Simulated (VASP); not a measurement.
```
BeRh
1.0
    2.75100     0.00000     0.00000
    0.00000     2.75100     0.00000
    0.00000     0.00000     2.75100
Be Rh
1 1
Direct
  0.00000   0.00000   0.00000
  0.50000   0.50000   0.50000
```

The numbers are results of PBEsol GGA with spin-orbit coupling, VASP's PBE PAW potentials (set 64) (plane waves; VASP 6.6.1), not measurements. Settings: 400 eV cut-off, 12×12×12 Γ-centred mesh, Gaussian smearing of 0.050 eV, potentials Be Rh_pv.

Problem. Predict the energy per atom (σ→0), band gap (over mesh and band path) with the smallest direct gap where there is one.

Solution. 
The band gap (over mesh and band path) is none (metal, semimetal or under 0.01 eV). The energy per atom (σ→0) comes out as -6.759 eV/atom.

Only differences to runs with the same potentials and settings are physical.

The structure comes from a computed database's BeRh entry (Pm-3m); how it stands against other phases isn't given here. It was relaxed first.
